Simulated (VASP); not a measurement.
All values below come from r2SCAN meta-GGA, VASP's PBE PAW potentials (set 64) (plane waves; VASP).

VASP input:

File POSCAR:
```
Hf
1
    0.0000000000     2.2328000845     2.2328000845
    2.2328000845     0.0000000000     2.2328000845
    2.2328000845     2.2328000845     0.0000000000
Hf
1
Direct
  0.0000000000   0.0000000000   0.0000000000
```

INCAR:
```
PREC = Accurate
LASPH = T   # aspherical one-centre terms
METAGGA = R2SCAN
LMAXMIX = 6
EDIFF = 1E-7
NEDOS = 601   # DOS grid
NELM = 100
LMIXTAU = T
LREAL = F
ENCUT = 400
ISIF = 2
ALGO = Normal   # blocked Davidson
LWAVE = F
LCHARG = F
SYSTEM = Hf
LORBIT = 11   # lm-projected
ISMEAR = -5   # tetrahedra, Bloechl
```

**KPOINTS_OPT**
```
k-points along high-symmetry lines
10
Line-mode
Reciprocal
  0.000000   0.000000   0.000000 ! GAMMA
  0.500000   0.000000   0.500000 ! X

  0.500000   0.000000   0.500000 ! X
  0.625000   0.250000   0.625000 ! U

  0.375000   0.375000   0.750000 ! K
  0.000000   0.000000   0.000000 ! GAMMA

  0.000000   0.000000   0.000000 ! GAMMA
  0.500000   0.500000   0.500000 ! L

  0.500000   0.500000   0.500000 ! L
  0.500000   0.250000   0.750000 ! W

  0.500000   0.250000   0.750000 ! W
  0.500000   0.000000   0.500000 ! X
```

File KPOINTS:
```
kpoints
0
gamma
16 16 16
```

POTCAR, in this order: Hf_pv (PBE.64 set). Program: vasp_std.

Unless said otherwise, spin-orbit coupling is left out, though it shifts the bands of the heavy elements here.

**Question.** Estimate the energy per atom (σ→0), band gap (over mesh and band path).

**Answer.** 
- energy per atom (σ→0): -45.066 eV/atom
- band gap (over mesh and band path): none (metal, semimetal or under 0.01 eV)

### OSZICAR
```
...
DAV:  15    -0.450657903144E+02   -0.17879E-04   -0.85733E-06  2636   0.342E-02    0.630E-02
DAV:  16    -0.450657779042E+02    0.12410E-04   -0.75100E-06  2685   0.216E-02    0.208E-02
DAV:  17    -0.450657766530E+02    0.12511E-05   -0.43295E-07  2805   0.648E-03    0.185E-02
DAV:  18    -0.450657769693E+02   -0.31625E-06   -0.13240E-07  2389   0.330E-03    0.577E-03
DAV:  19    -0.450657766345E+02    0.33477E-06   -0.89213E-08  1385   0.300E-03    0.151E-03
DAV:  20    -0.450657766888E+02   -0.54264E-07   -0.69320E-09  1329   0.710E-04
   1 F= -.45065777E+02 E0= -.45065777E+02  d E =0.000000E+00
       N       E                     dE             ncg
```

The structure comes from a computed database's Hf entry (Fm-3m); how it stands against other phases isn't given here. It was relaxed first.
